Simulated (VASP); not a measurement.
**Sn2Ir: which input changes matter**

Which changes to a sound input spoil a run on Sn2Ir, which are harmless, and which give a warning? All runs use PBEsol. The start is a cell from a database of measured crystal structures.

Calculated with VASP 6.6.1; PBEsol; plane waves and PAW (Sn_d, Ir).

### Step 1. Starting point

The structure is cubic, space group Fm-3m (No. 225). Conventional cell: a = 6.338 Å, b = 6.338 Å, c = 6.338 Å, α = 90.00°, β = 90.00°, γ = 90.00°. Nearest to Sn lie 4 Ir at 2.74 Å. Nearest to Ir lie 8 Sn at 2.74 Å. Farther neighbours are not listed.

Coordinates:

```xyz
3
Lattice="0.0000 3.1690 3.1690 3.1690 0.0000 3.1690 3.1690 3.1690 0.0000" Properties=species:S:1:pos:R:3 pbc="T T T"
Sn    1.5845    1.5845    1.5845
Sn    4.7535    4.7535    4.7535
Ir    0.0000    0.0000    0.0000
```

### Step 2. Reference run

A single point writes out the density, ELF and the potential. PBEsol restores the gradient expansion of exchange and is tuned for the cells of solids.

The input, INCAR:

```
SYSTEM = Sn2Ir
PREC = Accurate
ENCUT = 400
EDIFF = 1E-06
NELM = 100
ISMEAR = -1
SIGMA = 0.05
LREAL = .FALSE.
ALGO = Normal
GGA = PS
NBANDS = 24
LASPH = .TRUE.
LORBIT = 11
LWAVE = .FALSE.
LCHARG = .TRUE.
ISIF = 2
LELF = .TRUE.
LVHAR = .TRUE.
```

The input, POSCAR:

```
Sn2Ir
1.0
    0.0000000000      3.1690000000      3.1690000000
    3.1690000000      0.0000000000      3.1690000000
    3.1690000000      3.1690000000      0.0000000000
Sn Ir
2 1
Direct
    0.2500000000      0.2500000000      0.2500000000
    0.7500000000      0.7500000000      0.7500000000
    0.0000000000      0.0000000000      0.0000000000
```

The input, KPOINTS:

```
Automatic mesh
0
Gamma
5 5 5
0 0 0
```

The projector-augmented-wave data sets are Sn_d and Ir (PBE family, release 64).

Started as:

```
$ mpirun -np 4 vasp_std
```

Log:

```text
[banner, memory and clock lines left out]
running    4 mpi-ranks, on    1 nodes
 distrk:  each k-point on    4 cores,    1 groups
 distr:  one band on    1 cores,    4 groups

 POSCAR found type information on POSCAR SnIr
 POSCAR found :  2 types and       3 ions
|                                                                             |
|               ----> ADVICE to this user running VASP <----                  |
|                                                                             |
|     You enforced a specific xc type in the INCAR file but a different       |
|     [... a line on the potential file left out ...]
|     I HOPE YOU KNOW WHAT YOU ARE DOING!                                     |
|                                                                             |

 LDA part: xc-table for (Slater+PW92), standard interpolation
 POSCAR, INCAR and KPOINTS ok, starting setup
 FFT: planning ... GRIDC
 FFT: planning ... GRID_SOFT
 FFT: planning ... GRID
 WAVECAR not read
 entering main loop
       N       E                     dE             d eps       ncg     rms          rms(c)
DAV:   1     0.306066040806E+03    0.30607E+03   -0.15968E+04   496   0.201E+03
DAV:   2     0.122650165625E+02   -0.29380E+03   -0.28762E+03   480   0.472E+02
DAV:   3    -0.187611301709E+02   -0.31026E+02   -0.30637E+02   616   0.159E+02
DAV:   4    -0.196187292099E+02   -0.85760E+00   -0.85722E+00   528   0.303E+01
DAV:   5    -0.196452219340E+02   -0.26493E-01   -0.26492E-01   704   0.485E+00    0.920E+00
DAV:   6    -0.193564946200E+02    0.28873E+00   -0.36127E-01   544   0.708E+00    0.400E+00
DAV:   7    -0.192509833529E+02    0.10551E+00   -0.13681E-01   608   0.419E+00    0.168E+00
DAV:   8    -0.192371584983E+02    0.13825E-01   -0.64023E-02   496   0.236E+00    0.354E-01
DAV:   9    -0.192365953008E+02    0.56320E-03   -0.54210E-03   576   0.978E-01    0.844E-02
DAV:  10    -0.192367205209E+02   -0.12522E-03   -0.33329E-04   528   0.204E-01    0.567E-02
DAV:  11    -0.192367594300E+02   -0.38909E-04   -0.53585E-05   640   0.637E-02    0.890E-03
DAV:  12    -0.192367599017E+02   -0.47172E-06   -0.38471E-06   448   0.166E-02
   1 F= -.19236760E+02 E0= -.19230556E+02  d E =-.124082E-01
```

Wall time 5.4 s (4 MPI ranks of AMD EPYC 7R43, shared host); peak memory 0.37 GiB; 19 s of CPU time.

The logs omit lines about the potential files and the build; timing stands in the text.

OUTCAR, selected parts (step 2):

```text
ion  position               nearest neighbor table
   1  0.250  0.250  0.250-   3 2.74   3 2.74   3 2.74   3 2.74   2 3.17   2 3.17   2 3.17   2 3.17
                             2 3.17   2 3.17
   2  0.750  0.750  0.750-   3 2.74   3 2.74   3 2.74   3 2.74   1 3.17   1 3.17   1 3.17   1 3.17
                             1 3.17   1 3.17
   3  0.000  0.000  0.000-   2 2.74   2 2.74   2 2.74   1 2.74   2 2.74   1 2.74   1 2.74   1 2.74

  LATTYP: Found a face centered cubic cell.
 ALAT       =     6.3380000000

 Subroutine GETGRP returns: Found 48 space group operations
 (whereof 48 operations were pure point group operations)

The static configuration has the point symmetry O_h .

 Found     10 irreducible k-points:

   k-points           NKPTS =     10   k-points in BZ     NKDIM =     10   number of bands    NBANDS=     24

   dimension x,y,z NGX =    30 NGY =   30 NGZ =   30
   dimension x,y,z NGXF=    60 NGYF=   60 NGZF=   60

   ENCUT  =  400.0 eV  29.40 Ry    5.42 a.u.   7.31  7.31  7.31*2*pi/ulx,y,z

   NELECT =      37.0000    total number of electrons

 k-points in reciprocal lattice and weights: Automatic mesh
   0.00000000  0.00000000  0.00000000       0.008
   0.20000000  0.00000000  0.00000000       0.064
   0.40000000  0.00000000  0.00000000       0.064
   0.20000000  0.20000000  0.00000000       0.048
   0.40000000  0.20000000  0.00000000       0.192
  -0.40000000  0.20000000  0.00000000       0.192
  -0.20000000  0.20000000  0.00000000       0.096
   0.40000000  0.40000000  0.00000000       0.048
  -0.40000000  0.40000000  0.00000000       0.096
  -0.40000000  0.40000000  0.20000000       0.192

 average (electrostatic) potential at core
       1 -97.7532       2 -97.7532       3 -48.6677

 E-fermi :   8.6895

 k-point     1 :       0.0000    0.0000    0.0000
  band No.  band energies     occupation
    ...
     13       4.4754      2.00000
     14       4.4754      2.00000
     15       6.6577      2.00000
     16       6.7616      2.00000
     17       6.7616      2.00000
     18      12.4765      0.00000
     19      12.4765      0.00000
     20      12.4765      0.00000
     21      12.8233      0.00000
     22      12.8233      0.00000
    ...

 k-point     2 :       0.2000    0.0000    0.0000
  band No.  band energies     occupation
    ...
     13       4.7096      2.00000
     14       4.7096      2.00000
     15       6.6159      2.00000
     16       6.6159      2.00000
     17       8.0437      2.00000
     18       9.1480      0.00021
     19      10.8293      0.00000
     20      10.8293      0.00000
     21      12.2646      0.00000
     22      13.0464      0.00000
    ...

 k-point     3 :       0.4000    0.0000    0.0000
  band No.  band energies     occupation
    ...
     13       5.0489      2.00000
     14       5.0489      2.00000
     15       6.3138      2.00000
     16       6.7171      2.00000
     17       6.7171      2.00000
     18       9.1460      0.00022
     19       9.1460      0.00022
     20       9.9906      0.00000
     21      11.5492      0.00000
     22      13.0582      0.00000
    ...

  Total        0.3228168      0.3228168      0.3228168     -0.0000000      0.0000000      0.0000000
  in kB        8.1258732      8.1258732      8.1258732     -0.0000000      0.0000000      0.0000000
  external PRESSURE =       8.1258732 kB  Pullay stress =       0.0000000 kB

  energy-cutoff  :      400.00
  volume of cell :       63.65
      direct lattice vectors                 reciprocal lattice vectors
     0.000000000  3.169000000  3.169000000    -0.157778479  0.157778479  0.157778479
     3.169000000  0.000000000  3.169000000     0.157778479 -0.157778479  0.157778479
     3.169000000  3.169000000  0.000000000     0.157778479  0.157778479 -0.157778479

 POSITION                                       TOTAL-FORCE (eV/Angst)
 -----------------------------------------------------------------------------------
      1.58450      1.58450      1.58450        -0.000000      0.000000     -0.000000
      4.75350      4.75350      4.75350         0.000000      0.000000      0.000000
      0.00000      0.00000      0.00000        -0.000000     -0.000000     -0.000000
 -----------------------------------------------------------------------------------
    total drift:                               -0.000000     -0.000000      0.000000

  FREE ENERGIE OF THE ION-ELECTRON SYSTEM (eV)
  ---------------------------------------------------
  free  energy   TOTEN  =       -19.2367599017 eV

  energy  without entropy=      -19.2243517057  energy(sigma->0) =      -19.23055580

 total charge
# of ion       s       p       d       tot
------------------------------------------
    1        1.131   1.147  10.062  12.339
    2        1.131   1.147  10.062  12.339
    3        0.647   0.548   7.274   8.469
--------------------------------------------------
tot          2.909   2.841  27.398  33.148

[... 3 further parts left out ...]
```

This run has no spin polarisation. Its electron count is odd, so without a moment it is a metal by construction. The k-mesh is coarse for a metal. The PAW data sets were made with PBE, which is usual practice but a small mismatch for other functionals.

Numbers from this step:

```
SCF cycles                             : 12
electrons                              : 37
bands                                  : 24
irreducible k-points                   : 10
symmetry operations                    : 48
free energy (TOTEN)                    : -19.24 eV
energy at zero smearing                : -19.23 eV
Fermi energy                           : 8.690 eV
pressure                               : 0.8126 GPa
metallic, judged on the points sampled : yes
```

ELF in the ac plane of a cell with a along [110], b along [-110] and c along [001] of the cube at fractional y = 0.000, with atoms of Sn and Ir within 0.2 Å of it. It is the smooth field of the valence electrons, not physical close to the nuclei.

Ten even steps from '_' (0.01) to '@' (0.42), each cell a mean:
```
__..++%%@@%%##%%@@%%++..____--##@@@@##%%@@@@##--__
==++%%@@@@@@%%@@@@@@##++--==**@@@@@@%%%%@@@@@@**==
@@%%@@@@@@##++**@@@@@@%%@@%%%%@@@@%%++++%%@@@@%%%%
%%%%@@@@%%::::--%%@@@@%%%%%%%%@@@@++::::++@@@@%%%%
++**##%%##::--::##%%##**++****##%%==--::==%%##****
::--++##%%**==**%%##++--::::==**%%##==++%%%%**==::
__..--++##%%%%%%##++::..____..==**%%%%%%%%**==..__
____..--**######**--..________::==**####**==::____
____..--++######++--..________::==**####**==..____
____::==**##%%##**==::______..--++##%%%%##++--..__
....--**%%%%##%%%%**--......::++##%%%%##%%##++::..
====**##%%==::==%%##**======++**%%**::--**%%**++==
####%%%%##::==::##%%%%######%%%%%%==----==@@%%####
%%%%@@@@%%==::==@@@@@@%%%%%%@@@@@@**::::**@@@@@@%%
####@@@@@@%%##%%@@@@@@######%%@@@@@@##%%@@@@@@%%##
..--##@@@@%%%%%%@@@@##--....==%%@@@@%%%%@@@@%%==..
::__++%%@@%%##%%@@%%++__::__::##%%@@%%%%@@%%##::__
```
Columns run along a (9.0 Å), rows up along c (6.3 Å), edges of the conventional cell, whose origin can differ from the input's. Atoms in or near the plane, at fractional coordinates: Sn at (0.25, 0.25), Sn at (0.75, 0.25), Sn at (0.25, 0.75), Sn at (0.75, 0.75), Ir at (0.00, 0.00), Ir at (0.50, 0.00).

Electrostatic potential energy in the ac plane of a cell with a along [110], b along [-110] and c along [001] of the cube at fractional y = 0.000, with atoms of Sn and Ir within 0.2 Å of it. With pseudopotentials it is smooth inside the atoms' cores, unlike the true potential.

Ten even steps from '0' (-97 eV) to '9' (4 eV), each cell a mean:
```
4579999999754468999999864
6789977799876689987789976
8999632379998899852258998
9998400048999999620027999
9998400048999999620027999
9999632369999999852258999
9999977799999999987789999
9999999999999999999999999
9999999999999999999999999
9999998999999999998899999
9999854689999999975579999
9998510258999999730137999
9998400048999999620026999
9998510158999999730037999
7899854589987789864579987
5689998999865578998899875
4579999999754468999999864
```
Columns run along a (9.0 Å; values clipped at the 3rd and 97th percentile), rows up along c (6.3 Å), edges of the conventional cell, whose origin can differ from the input's. Atoms in or near the plane, at fractional coordinates: Sn at (0.25, 0.25), Sn at (0.75, 0.25), Sn at (0.25, 0.75), Sn at (0.75, 0.75), Ir at (0.00, 0.00), Ir at (0.50, 0.00).

Valence density in the ac plane of a cell with a along [110], b along [-110] and c along [001] of the cube at fractional y = 0.000, with atoms of Sn and Ir within 0.2 Å of it. It is the smooth field of the valence electrons, not physical close to the nuclei.

Values in units of 1e0 e/Å³, 9 rows by 16 columns, each cell a mean:
```
1.8 0.9 0.4 0.4 0.4 0.3 0.7 1.6 1.8 0.9 0.4 0.4 0.4 0.3 0.7 1.6
0.5 0.4 0.7 4.1 5.4 1.2 0.4 0.5 0.5 0.4 0.7 4.1 5.4 1.2 0.4 0.5
0.1 0.2 0.8 5.8 7.5 1.6 0.2 0.1 0.1 0.2 0.8 5.8 7.5 1.6 0.2 0.1
0.0 0.1 0.2 0.7 0.9 0.3 0.1 0.0 0.0 0.1 0.2 0.7 0.9 0.3 0.1 0.0
0.0 0.0 0.1 0.2 0.2 0.1 0.0 0.0 0.0 0.0 0.1 0.2 0.2 0.1 0.0 0.0
0.0 0.1 0.3 1.4 1.8 0.5 0.1 0.0 0.0 0.1 0.3 1.4 1.8 0.5 0.1 0.0
0.1 0.2 0.9 6.7 8.7 1.9 0.2 0.1 0.1 0.2 0.9 6.7 8.7 1.9 0.2 0.1
0.8 0.5 0.6 2.7 3.4 0.9 0.4 0.7 0.8 0.5 0.6 2.7 3.4 0.9 0.4 0.7
2.1 1.0 0.4 0.3 0.3 0.3 0.8 1.8 2.1 1.0 0.4 0.3 0.3 0.3 0.8 1.8
```
Columns run along a (9.0 Å), rows up along c (6.3 Å), edges of the conventional cell, whose origin can differ from the input's. Atoms in or near the plane, at fractional coordinates: Sn at (0.25, 0.25), Sn at (0.75, 0.25), Sn at (0.25, 0.75), Sn at (0.75, 0.75), Ir at (0.00, 0.00), Ir at (0.50, 0.00).

The pressure is 0.81 GPa and the largest force 0.000 eV/Å, so the cell is not at a minimum at these settings.

### Step 3. A single point (PBEsol) with a changed input

A single point gives energy, forces and stress at these settings. Some settings are moved from the usual, to see what they do.

The input, INCAR:

```
SYSTEM = Sn2Ir
PREC = Low
ENCUT = 400
EDIFF = 1E-06
NELM = 100
ISMEAR = -1
SIGMA = 0.05
LREAL = .FALSE.
ALGO = Normal
GGA = PS
NBANDS = 42
LASPH = .TRUE.
LORBIT = 11
LWAVE = .FALSE.
LCHARG = .FALSE.
KPAR = 4
ISIF = 2
```

POSCAR is that of step 2.

KPOINTS is that of step 2.

Started as:

```
$ mpirun -np 4 vasp_std
```

Log:

```text
[banner, memory and clock lines left out]
running    4 mpi-ranks, on    1 nodes
 distrk:  each k-point on    1 cores,    4 groups
 distr:  one band on    1 cores,    1 groups

 POSCAR found type information on POSCAR SnIr
 POSCAR found :  2 types and       3 ions
 [... a notice as in an earlier step ...]

 LDA part: xc-table for (Slater+PW92), standard interpolation
 POSCAR, INCAR and KPOINTS ok, starting setup
 FFT: planning ... GRIDC
 FFT: planning ... GRID_SOFT
 FFT: planning ... GRID
 WAVECAR not read
 entering main loop
       N       E                     dE             d eps       ncg     rms          rms(c)
DAV:   1     0.352745956446E+03    0.35275E+03   -0.12591E+04  1012   0.114E+03
DAV:   2     0.324266234929E+02   -0.32032E+03   -0.29514E+03   848   0.374E+02
DAV:   3    -0.175326060832E+02   -0.49959E+02   -0.48912E+02   920   0.109E+02
DAV:   4    -0.196010145757E+02   -0.20684E+01   -0.20653E+01  1006   0.246E+01
DAV:   5    -0.196451931358E+02   -0.44179E-01   -0.44171E-01  1040   0.352E+00    0.921E+00
DAV:   6    -0.193581399954E+02    0.28705E+00   -0.22677E-01  1078   0.405E+00    0.397E+00
DAV:   7    -0.192542900324E+02    0.10385E+00   -0.68895E-02  1224   0.250E+00    0.172E+00
DAV:   8    -0.192389229250E+02    0.15367E-01   -0.53109E-02  1024   0.139E+00    0.311E-01
DAV:   9    -0.192382229589E+02    0.69997E-03   -0.41374E-03  1104   0.555E-01    0.789E-02
DAV:  10    -0.192383616523E+02   -0.13869E-03   -0.25458E-04  1008   0.988E-02    0.470E-02
DAV:  11    -0.192383971984E+02   -0.35546E-04   -0.37568E-05  1080   0.382E-02    0.712E-03
DAV:  12    -0.192383995775E+02   -0.23791E-05   -0.57063E-06   904   0.105E-02    0.746E-03
DAV:  13    -0.192383992793E+02    0.29818E-06   -0.73035E-07   856   0.651E-03
   1 F= -.19238399E+02 E0= -.19232196E+02  d E =-.124074E-01
```

Elapsed: 5 s, on 4 MPI ranks; peak memory 0.34 GiB; 17 s of CPU time.

From OUTCAR (step 3):

```text
The static configuration has the point symmetry O_h .

 Found     10 irreducible k-points:

   k-points           NKPTS =     10   k-points in BZ     NKDIM =     10   number of bands    NBANDS=     42

   dimension x,y,z NGX =    24 NGY =   24 NGZ =   24
   dimension x,y,z NGXF=    24 NGYF=   24 NGZF=   24

   NELECT =      37.0000    total number of electrons

 E-fermi :   8.6897

 k-point     1 :       0.0000    0.0000    0.0000
  band No.  band energies     occupation
    ...
     13       4.4757      2.00000
     14       4.4758      2.00000
     15       6.6578      2.00000
     16       6.7618      2.00000
     17       6.7618      2.00000
     18      12.4768      0.00000
     19      12.4768      0.00000
     20      12.4769      0.00000
     21      12.8234      0.00000
     22      12.8234      0.00000
    ...

 k-point     2 :       0.2000    0.0000    0.0000
  band No.  band energies     occupation
    ...
     13       4.7098      2.00000
     14       4.7099      2.00000
     15       6.6160      2.00000
     16       6.6160      2.00000
     17       8.0438      2.00000
     18       9.1482      0.00021
     19      10.8296      0.00000
     20      10.8297      0.00000
     21      12.2653      0.00000
     22      13.0469      0.00000
    ...

  Total        0.3115978      0.3115978      0.3115978      0.0000000      0.0000000      0.0000000
  in kB        7.8434712      7.8434712      7.8434712      0.0000000      0.0000000      0.0000000
  external PRESSURE =       7.8434712 kB  Pullay stress =       0.0000000 kB

 POSITION                                       TOTAL-FORCE (eV/Angst)
 -----------------------------------------------------------------------------------
      1.58450      1.58450      1.58450         0.000000      0.000000     -0.000000
      4.75350      4.75350      4.75350        -0.000000     -0.000000      0.000000
      0.00000      0.00000      0.00000        -0.000000     -0.000000     -0.000000
 -----------------------------------------------------------------------------------
    total drift:                                0.000000      0.000000      0.000000

  FREE ENERGIE OF THE ION-ELECTRON SYSTEM (eV)
  ---------------------------------------------------
  free  energy   TOTEN  =       -19.2383992793 eV

  energy  without entropy=      -19.2259918535  energy(sigma->0) =      -19.23219557

[... 7 parts as in an earlier step ...]

[... 5 further parts left out ...]
```

The run converged, and its energy and pressure stay near those of the sound run.

Against the sound run on this cell (reference run) the energy at zero smearing moves by -0.5 meV an atom and the pressure by -0.03 GPa.

Settings moved from the usual: PREC = Low and NBANDS = 42.

Empty bands beyond the smearing tail don't enter the ground state, so NBANDS mostly costs time. PREC = Low changes the FFT grids.

[end of part 1 of 3]

[Lines on the potential files, build, host, timing and source positions are cut from VASP's logs without a mark.]

[Logs are printed without paths, hosts, clocks, repeated set-up lines and the standing remarks that a program may print on its own settings, such as how far it seeks lower states.]

[Hosts, paths, dates, database ids (printed as entryN), source tags and the programs' standing remarks are cut or masked in the printed files.]

[A measured line is paired with the nearest computed mode of its activity, which favours agreement.]

[In band tables of VASP the shares of atoms and orbitals are scaled to a sum of 1 inside the atoms' spheres.]
